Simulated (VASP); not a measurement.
Data:

```
ZrP
1.0
    6.14542     0.00000     0.00000
   -3.07271     5.32209     0.00000
    0.00000     0.00000     4.95883
Zr P
3 3
Direct
  0.50000   0.00000   0.00000
  0.50000   0.50000   0.00000
  0.00000   0.50000   0.00000
  0.00000   0.00000   0.00000
  0.33333   0.66667   0.50000
  0.66667   0.33333   0.50000
```

Level of theory: PBE GGA, VASP's PBE PAW potentials (set 64) (plane waves; VASP). Numerical set-up: 300 eV cut-off, 4×4×5 Γ-centred mesh, Fermi-Dirac smearing of 0.10 eV, potentials Zr_sv P.

At this cut-off the stress carries a Pulay error, which pulls relaxed volumes low.

**Question.** What does the run give for the energy per atom (σ→0), pressure, band gap (on the k-mesh) with the smallest direct gap where there is one?

**Answer.** 
- band gap (on the k-mesh) = none (metal, semimetal or under 0.01 eV)
- energy per atom (σ→0) = -7.149 eV/atom
- pressure = -16.48 GPa

The structure was generated: ZrP was put into an ordered model structure, which need not be its known phase. The cell was not relaxed at this level. The electron count is odd and the run is not spin-polarised, which forces a metal.
